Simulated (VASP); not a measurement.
OSZICAR of a VASP run on Ba (space group Im-3m):

OSZICAR:
```
       N       E                     dE             d eps       ncg     rms          rms(c)
DAV:   1     0.533172687780E+02    0.53317E+02   -0.30154E+03  2592   0.586E+02
DAV:   2     0.161040812401E+01   -0.51707E+02   -0.50621E+02  3540   0.151E+02
DAV:   3    -0.198031480446E+01   -0.35907E+01   -0.35775E+01  3654   0.400E+01
DAV:   4    -0.210217038327E+01   -0.12186E+00   -0.12177E+00  3874   0.590E+00
DAV:   5    -0.210445853879E+01   -0.22882E-02   -0.22879E-02  3678   0.628E-01    0.153E+00
DAV:   6    -0.210521581379E+01   -0.75727E-03   -0.24192E-03  3504   0.543E-01    0.915E-01
DAV:   7    -0.210631773808E+01   -0.11019E-02   -0.49762E-03  2926   0.799E-01    0.173E-01
DAV:   8    -0.210639029845E+01   -0.72560E-04   -0.14584E-04  4360   0.712E-02    0.349E-02
DAV:   9    -0.210647616546E+01   -0.85867E-04   -0.65205E-05  3052   0.577E-02    0.919E-03
DAV:  10    -0.210648540182E+01   -0.92364E-05   -0.10177E-05  3476   0.200E-02    0.253E-03
DAV:  11    -0.210648504832E+01    0.35350E-06   -0.13699E-06  3118   0.963E-03
   1 F= -.21064850E+01 E0= -.21013107E+01  d E =-.103486E-01  mag=     0.0000    -0.0000    -0.0000
```

**Question.** Which electronic solver shows in the log?

**Answer.** It is blocked Davidson (ALGO = Normal, or the opening steps of other solvers). The INCAR had ALGO = Normal.

**Question.** How was spin treated?

**Answer.** With non-collinear spinors: mag has three components.

**Question.** Can the final energy be trusted as converged?

**Answer.** The run converged. It stopped with EDIFF = 1E-6, NELM = 100 (PBE GGA with spin-orbit coupling, plane waves, VASP's PBE PAW potentials (set 64)).

The structure is a typed Ba crystal. The cell was not relaxed at this level. The run is one of a series of settings (GGA_COMPAT = .FALSE., LNONCOLLINEAR = .TRUE., LSORBIT = .TRUE., MAGMOM = 0.0 0.0 0.0, program vasp_ncl against the base run), some of them coarse on purpose.
